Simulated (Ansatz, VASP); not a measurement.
**SnP4O11 (SnP4O11 (P2_1/c)) in two plane-wave programs**

One calculation is typed for both programs; each brings its own data sets. How far apart do they land? The structure shown is the start of the Ansatz relaxation below; VASP solves that cell, so the two are compared at the walk's first step.

Main program and level: Ansatz 0.2.0; plane waves, with VASP 6.6.1 beside it; single point at PBEsol.

**1. Starting point**

The cell holds 64 atoms: 4 Sn, 16 P and 44 O. Cell: a = 8.930 Å, b = 13.002 Å, c = 12.772 Å, α = 90.0°, β = 133.7°, γ = 90.0°.

**2. Ansatz: relaxation, PBEsol**

Ansatz runs on its default PAW (the set named soft_2) files.

The two programs are compared at the cell with which this relaxation starts, whose forces are those of its first step.

File input.yaml:

```yaml
crystal:
  lattice:
    - [8.929983, 0.0, 0.0]
    - [0.0, 13.001931, 0.0]
    - [-8.826082, 0.0, 9.232309]
  atoms:
    - { symbol: Sn, position: [0.506961, 0.4679, 0.729916] }
    - { symbol: Sn, position: [0.493039, 0.9679, 0.770084] }
    - { symbol: Sn, position: [0.506961, 0.0321, 0.229916] }
    - { symbol: Sn, position: [0.493039, 0.5321, 0.270084] }
    - { symbol: P, position: [0.498784, 0.208046, 0.588147] }
    - { symbol: P, position: [0.152306, 0.167077, 0.274024] }
    - { symbol: P, position: [0.13155, 0.496244, 0.327718] }
    - { symbol: P, position: [0.152507, 0.843809, 0.393769] }
    - { symbol: P, position: [0.847493, 0.343809, 0.106231] }
    - { symbol: P, position: [0.86845, 0.996244, 0.172282] }
    - { symbol: P, position: [0.501216, 0.708046, 0.911853] }
    - { symbol: P, position: [0.847694, 0.667077, 0.225976] }
    - { symbol: P, position: [0.152306, 0.332923, 0.774024] }
    - { symbol: P, position: [0.498784, 0.291954, 0.088147] }
    - { symbol: P, position: [0.13155, 0.003756, 0.827718] }
    - { symbol: P, position: [0.152507, 0.656191, 0.893769] }
    - { symbol: P, position: [0.847493, 0.156191, 0.606231] }
    - { symbol: P, position: [0.86845, 0.503756, 0.672282] }
    - { symbol: P, position: [0.847694, 0.832923, 0.725976] }
    - { symbol: P, position: [0.501216, 0.791954, 0.411853] }
    - { symbol: O, position: [0.731678, 0.887246, 0.752062] }
    - { symbol: O, position: [0.266804, 0.469329, 0.302655] }
    - { symbol: O, position: [0.335568, 0.78252, 0.43003] }
    - { symbol: O, position: [0.496459, 0.101451, 0.627847] }
    - { symbol: O, position: [0.531753, 0.29994, 0.671271] }
    - { symbol: O, position: [0.796858, 0.402615, 0.986863] }
    - { symbol: O, position: [0.282676, 0.231253, 0.418872] }
    - { symbol: O, position: [0.007141, 0.253687, 0.154729] }
    - { symbol: O, position: [0.05183, 0.907147, 0.251829] }
    - { symbol: O, position: [0.992213, 0.597348, 0.224473] }
    - { symbol: O, position: [0.209917, 0.514151, 0.473718] }
    - { symbol: O, position: [0.790083, 0.014151, 0.026282] }
    - { symbol: O, position: [0.007787, 0.097348, 0.275527] }
    - { symbol: O, position: [0.203142, 0.902615, 0.513137] }
    - { symbol: O, position: [0.468247, 0.79994, 0.828729] }
    - { symbol: O, position: [0.94817, 0.407147, 0.248171] }
    - { symbol: O, position: [0.503541, 0.601451, 0.872153] }
    - { symbol: O, position: [0.992859, 0.753687, 0.345271] }
    - { symbol: O, position: [0.717324, 0.731253, 0.081128] }
    - { symbol: O, position: [0.664432, 0.28252, 0.06997] }
    - { symbol: O, position: [0.268322, 0.387246, 0.747938] }
    - { symbol: O, position: [0.266804, 0.030671, 0.802655] }
    - { symbol: O, position: [0.733196, 0.969329, 0.197345] }
    - { symbol: O, position: [0.731678, 0.612754, 0.252062] }
    - { symbol: O, position: [0.335568, 0.71748, 0.93003] }
    - { symbol: O, position: [0.282676, 0.268747, 0.918872] }
    - { symbol: O, position: [0.007141, 0.246313, 0.654729] }
    - { symbol: O, position: [0.496459, 0.398549, 0.127847] }
    - { symbol: O, position: [0.05183, 0.592853, 0.751829] }
    - { symbol: O, position: [0.531753, 0.20006, 0.171271] }
    - { symbol: O, position: [0.796858, 0.097385, 0.486863] }
    - { symbol: O, position: [0.992213, 0.902652, 0.724473] }
    - { symbol: O, position: [0.209917, 0.985849, 0.973718] }
    - { symbol: O, position: [0.790083, 0.485849, 0.526282] }
    - { symbol: O, position: [0.007787, 0.402652, 0.775527] }
    - { symbol: O, position: [0.94817, 0.092853, 0.748171] }
    - { symbol: O, position: [0.992859, 0.746313, 0.845271] }
    - { symbol: O, position: [0.717324, 0.768747, 0.581128] }
    - { symbol: O, position: [0.203142, 0.597385, 0.013137] }
    - { symbol: O, position: [0.468247, 0.70006, 0.328729] }
    - { symbol: O, position: [0.503541, 0.898549, 0.372153] }
    - { symbol: O, position: [0.664432, 0.21748, 0.56997] }
    - { symbol: O, position: [0.733196, 0.530671, 0.697345] }
    - { symbol: O, position: [0.268322, 0.112754, 0.247938] }
basis:
  ecutwfc: 420
  xc_grid: 2
hamiltonian:
  xc: pbesol
kpoints:
  mp_grid: { grid: [4, 2, 3] }
scf:
  occupations: { method: fermi_dirac, width: 0.01 }
  max_iter: 150
output:
  forces: true
  stress: true
relax:
  f_tol: 0.01
  max_steps: 60
  cell: {}
checkpoint:
  write: "../pbesol.run"
  compress: false
  write_wavefunctions: false
  write_every: 100000
```

The run is started by

```sh
$ ansatz run input.yaml --threads 4 --pin off --max-ram 14131MiB --backend cpu --events-out ev --progress --plain --runs-dir out
```

Numbers of over 12 decimals in the logs are rounded to 6 here.

Output:

```text
Engine: ansatz 0.2.0, aarch64-unknown-linux-gnu
Pseudopotentials: kind: paw
Pseudopotential: Sn, paw, valence charge 14, recommended cutoff 420 eV (normal), Sn.paw.azcp
Pseudopotential: P, paw, valence charge 5, recommended cutoff 420 eV (normal), P.paw.azcp
Pseudopotential: O, paw, valence charge 6, recommended cutoff 420 eV (normal), O.paw.azcp
Functional definition: PBEsol
  exchange = pbesol_x
  correlation = pbesol_c
Crystal: 64 atoms, lattice volume = 1071.936 Å³
Basis set: ecut = 420 eV, 20991 PW (Γ), exchange–correlation on 120×180×180 points (8 copies of the dense FFT grid, shifted against one another)
Bands: 264, of which v1, the nominal top of the filled ones, is band 200 counted from 1 (199 counted from 0)
Symmetry: 4 space group operations
Space group: P21/c (ITA 14), of the structure as read, at distance tolerance 1.0e-4 Å
k-points: 14 of 24
Non-local potential: Sn, projectors of the file, l = 0: 2, l = 1: 2, l = 2: 2, l = 3: 2
Non-local potential: P, projectors of the file, l = 0: 2, l = 1: 2, l = 2: 2
Non-local potential: O, projectors of the file, l = 0: 2, l = 1: 2, l = 2: 1
PAW form: soft (Blöchl's): semilocal exchange-correlation on the pseudo side does not see the compensation charge
PAW frozen core: Sn, regenerated for the run's functional, and the local potential with it (the file was generated under x = pbe(κ = 0.804, μ = 0.219515), c = pbe(β = 0.066725))
PAW frozen core: P, regenerated for the run's functional, and the local potential with it (the file was generated under x = pbe(κ = 0.804, μ = 0.219515), c = pbe(β = 0.066725))
PAW frozen core: O, regenerated for the run's functional, and the local potential with it (the file was generated under x = pbe(κ = 0.804, μ = 0.219515), c = pbe(β = 0.066725))
PAW one-centre angular grid: Sn, 590 points (default); XC on 64 Gauss nodes
PAW one-centre angular grid: P, 110 points (default); XC on 64 Gauss nodes
PAW one-centre angular grid: O, 110 points (default); XC on 64 Gauss nodes
Initial density: superposition of atomic densities (neutral atoms: chi_scale 0, normalization atom), corrected by the library's trained network
Initial wavefunctions: pseudopotential atomic-orbital guess
Functional: x = pbesol(κ = 0.804, μ = 0.123457), c = pbesol(β = 0.046)
SCF iter   1: F=—  HF=-60334.388562 eV  |F-HF|=—  |Δ(HF+E_count)|=         —  Δρ=9.04e-3  dr2=6.41e-1  ethr=1.77e-3  ⟨swp⟩=7.8  Hψ=19610  notcnv=0  defer=438
preconditioner: auto → Resta (q_TF=auto, 2.315 Å⁻¹)  ε∞=2.9  [insulator: Δε(μ)=4.476 eV  Ē_g=16.625 eV  σ=0.010 eV  W_gap=1.00  n_scr=224 (ndim 8)  ℏωp=22.7 eV  f_vac=0.272  D(μ)=0.00/eV (n_scr^D=0)  ε∞_Penn≈2.9]
SCF iter   2: F=—  HF=-60334.233472 eV  |F-HF|=—  |Δ(HF+E_count)|=   1.55e-1  Δρ=2.19e-3  dr2=3.37e-2  ethr=1.60e-4  ⟨swp⟩=3.0  Hψ=6304  notcnv=0  defer=792
SCF iter   3: F=—  HF=-60334.233790 eV  |F-HF|=—  |Δ(HF+E_count)|=   3.18e-4  Δρ=9.22e-4  dr2=6.99e-3  ethr=8.43e-6  ⟨swp⟩=3.1  Hψ=5920  notcnv=0  defer=792
SCF iter   4: F=—  HF=-60334.236726 eV  |F-HF|=—  |Δ(HF+E_count)|=   2.94e-3  Δρ=4.70e-4  dr2=2.00e-3  ethr=1.75e-6  ⟨swp⟩=2.1  Hψ=5550  notcnv=0  defer=792
SCF iter   5: F=—  HF=-60334.236984 eV  |F-HF|=—  |Δ(HF+E_count)|=   2.59e-4  Δρ=9.80e-5  dr2=1.83e-4  ethr=5.00e-7  ⟨swp⟩=2.0  Hψ=5284  notcnv=0  defer=792
SCF iter   6: F=—  HF=-60334.237133 eV  |F-HF|=—  |Δ(HF+E_count)|=   1.49e-4  Δρ=4.64e-5  dr2=2.90e-5  ethr=4.59e-8  ⟨swp⟩=2.1  Hψ=4549  notcnv=0  defer=792
SCF iter   7: F=—  HF=-60334.237249 eV  |F-HF|=—  |Δ(HF+E_count)|=   1.16e-4  Δρ=3.03e-5  dr2=8.50e-6  ethr=7.26e-9  ⟨swp⟩=2.4  Hψ=5725  notcnv=0  defer=792
SCF iter   8: F=—  HF=-60334.237250 eV  |F-HF|=—  |Δ(HF+E_count)|=   1.56e-6  Δρ=7.47e-6  dr2=5.80e-7  ethr=2.13e-9  ⟨swp⟩=2.9  Hψ=5136  notcnv=0  defer=792
SCF iter   9: F=—  HF=-60334.237251 eV  |F-HF|=—  |Δ(HF+E_count)|=   6.29e-7  Δρ=4.78e-6  dr2=2.04e-7  ethr=2.50e-11  ⟨swp⟩=6.0  Hψ=13391  notcnv=0
SCF iter  10: F=-60334.237251 eV  HF=-60334.237251 eV  |F-HF|=2.23e-8  |Δ(HF+E_count)|=   2.60e-8  Δρ=1.22e-6  dr2=1.38e-8  ethr=2.50e-11  ⟨swp⟩=5.0  Hψ=11608  notcnv=0
SCF 1 converged in 10 iterations: F = -60334.237251 eV  dr2 = 1.38e-8
  greatest PAW one-centre occupation: 0.994 electrons in one spin orbital (limit 2), on the Sn atom at site 2 (counted from 0), in its partial waves of l = 2
relax step   1: F+E_penalty+E_count = -60334.23725095 eV  Δ(F+E_penalty+E_count) = +0.000e0 eV  max|allowed force component| = 1.517e-1 eV/Å  Δτ_max = 0.0000 Å  P = -1.764 GPa  Ω = 1071.936 Å³  (10 SCF iters, dr2 threshold 1.00e-7 eV, accepted)
Crystal: 64 atoms, lattice volume = 1042.975 Å³
Basis set: ecut = 420 eV, 20373 PW (Γ), exchange–correlation on 120×180×180 points (8 copies of the dense FFT grid, shifted against one another)
Initial density: handed on by an earlier stage of this run
Initial wavefunctions: those handed on with the density
[...]
atom  11  P      0.00073920    -0.00835709     0.00103152
  atom  12  P      0.00457605    -0.00367542    -0.00130054
  atom  13  P     -0.00457605     0.00367542     0.00130054
  atom  14  P     -0.00073920     0.00835709    -0.00103152
  atom  15  P     -0.00511255     0.00068895    -0.00126861
  atom  16  P      0.00109745    -0.00298876    -0.00058976
  atom  17  P     -0.00109745    -0.00298876     0.00058976
  atom  18  P      0.00511255     0.00068895     0.00126861
  atom  19  P      0.00457605     0.00367542    -0.00130054
  atom  20  P      0.00073920     0.00835709     0.00103152
  atom  21  O     -0.00012282    -0.00212884     0.00091727
  atom  22  O      0.00245170     0.00073449    -0.00033113
  atom  23  O     -0.00156375    -0.00134744    -0.00000609
  atom  24  O      0.00044182     0.00247202     0.00014044
  atom  25  O     -0.00197604     0.00356362     0.00153789
  atom  26  O      0.00013052    -0.00109135    -0.00021385
  atom  27  O      0.00321989     0.00417915    -0.00115906
  atom  28  O      0.00032241    -0.00196865    -0.00165655
  atom  29  O     -0.00218968     0.00016798     0.00008362
  atom  30  O     -0.00148853     0.00006988    -0.00027398
  atom  31  O      0.00080681     0.00009094     0.00102016
  atom  32  O     -0.00080681     0.00009094    -0.00102016
  atom  33  O      0.00148853     0.00006988     0.00027398
  atom  34  O     -0.00013052    -0.00109135     0.00021385
[...]
atom  57  O     -0.00032241     0.00196865     0.00165655
  atom  58  O     -0.00321989    -0.00417915     0.00115906
  atom  59  O     -0.00013052     0.00109135     0.00021385
  atom  60  O      0.00197604    -0.00356362    -0.00153789
  atom  61  O     -0.00044182    -0.00247202    -0.00014044
  atom  62  O      0.00156375     0.00134744     0.00000609
  atom  63  O     -0.00245170    -0.00073449     0.00033113
  atom  64  O      0.00012282     0.00212884    -0.00091727
  max |Σ_I F_I| component: 4.34e-18 eV/Å
--- Stress (GPa, compression-positive) ---
        0.012582      -0.000000       0.009374
       -0.000000      -0.012298      -0.000000
        0.009374      -0.000000      -0.004065
  P = ⅓ Tr σ = -0.0013 GPa (-0.013 kbar)
--- Relaxed structure (25 steps of the walk, 22 accepted, 3 SCFs on fresh bases) ---
  F+E_penalty+E_count = -60334.72048760 eV   max|allowed force component| = 8.357e-3 eV/Å   (the final SCF, on the basis selected at the relaxed cell)
  cell:  # Å, volume = 1025.3497 Å³
    - [9.067504, 2.6833217657624935e-17, 0.124908]
    - [3.906879156348013e-17, 12.449802, -1.4278830004953885e-16]
    - [-8.832866, -1.2791100534391713e-16, 8.961167]
  atoms:
    - { symbol: Sn, position: [0.499946, 0.476847, 0.723440] }
    - { symbol: Sn, position: [0.500054, 0.976847, 0.776560] }
    - { symbol: Sn, position: [0.499946, 0.023153, 0.223440] }
    - { symbol: Sn, position: [0.500054, 0.523153, 0.276560] }
    - { symbol: P, position: [0.499561, 0.221408, 0.573054] }
    - { symbol: P, position: [0.166350, 0.169456, 0.260695] }
    - { symbol: P, position: [0.105653, 0.499900, 0.303027] }
    - { symbol: P, position: [0.166788, 0.831465, 0.406694] }
    - { symbol: P, position: [0.833212, 0.331465, 0.093306] }
    - { symbol: P, position: [0.894347, 0.999900, 0.196973] }
    - { symbol: P, position: [0.500439, 0.721408, 0.926946] }
    - { symbol: P, position: [0.833650, 0.669456, 0.239305] }
    - { symbol: P, position: [0.166350, 0.330544, 0.760695] }
    - { symbol: P, position: [0.499561, 0.278592, 0.073054] }
    - { symbol: P, position: [0.105653, 0.000100416, 0.803027] }
    - { symbol: P, position: [0.166788, 0.668535, 0.906694] }
    - { symbol: P, position: [0.833212, 0.168535, 0.593306] }
    - { symbol: P, position: [0.894347, 0.500100, 0.696973] }
    - { symbol: P, position: [0.833650, 0.830544, 0.739305] }
    - { symbol: P, position: [0.500439, 0.778592, 0.426946] }
    - { symbol: O, position: [0.736878, 0.890065, 0.778169] }
    - { symbol: O, position: [0.211468, 0.486628, 0.252391] }
    - { symbol: O, position: [0.309166, 0.753058, 0.413172] }
    - { symbol: O, position: [0.498930, 0.106709, 0.602012] }
    - { symbol: O, position: [0.501225, 0.310949, 0.652131] }
    - { symbol: O, position: [0.739284, 0.391058, 0.958516] }
    - { symbol: O, position: [0.306748, 0.247821, 0.396530] }
    - { symbol: O, position: [0.000409897, 0.250436, 0.130806] }
    - { symbol: O, position: [0.057744, 0.899932, 0.263685] }
    - { symbol: O, position: [0.945055, 0.600907, 0.207120] }
    - { symbol: O, position: [0.209664, 0.512426, 0.458892] }
    - { symbol: O, position: [0.790336, 0.012426, 0.041108] }
    - { symbol: O, position: [0.054945, 0.100907, 0.292880] }
    - { symbol: O, position: [0.260716, 0.891058, 0.541484] }
    - { symbol: O, position: [0.498775, 0.810949, 0.847869] }
    - { symbol: O, position: [0.942256, 0.399932, 0.236315] }
    - { symbol: O, position: [0.501070, 0.606709, 0.897988] }
    - { symbol: O, position: [0.999590, 0.750436, 0.369194] }
    - { symbol: O, position: [0.693252, 0.747821, 0.103470] }
    - { symbol: O, position: [0.690834, 0.253058, 0.086828] }
    - { symbol: O, position: [0.263122, 0.390065, 0.721831] }
    - { symbol: O, position: [0.211468, 0.013372, 0.752391] }
    - { symbol: O, position: [0.788532, 0.986628, 0.247609] }
    - { symbol: O, position: [0.736878, 0.609935, 0.278169] }
[...]
- { symbol: O, position: [0.999590, 0.749564, 0.869194] }
    - { symbol: O, position: [0.693252, 0.752179, 0.603470] }
    - { symbol: O, position: [0.260716, 0.608942, 0.041484] }
    - { symbol: O, position: [0.498775, 0.689051, 0.347869] }
    - { symbol: O, position: [0.501070, 0.893291, 0.397988] }
    - { symbol: O, position: [0.690834, 0.246942, 0.586828] }
    - { symbol: O, position: [0.788532, 0.513372, 0.747609] }
    - { symbol: O, position: [0.263122, 0.109935, 0.221831] }
```

The column dr2 measures how far the density is from self-consistency, as an energy; F and HF (Harris–Foulkes) agree once it is small.

(Part 1 of 2 ends here.)

[Lines on the potential files, build, host, timing and source positions are cut from VASP's logs without a mark.]

[Logs are printed without paths, hosts, clocks, repeated set-up lines and the standing remarks that a program may print on its own settings, such as how far it seeks lower states.]

[Hosts, paths, dates, database ids (printed as entryN), source tags and the programs' standing remarks are cut or masked in the printed files.]
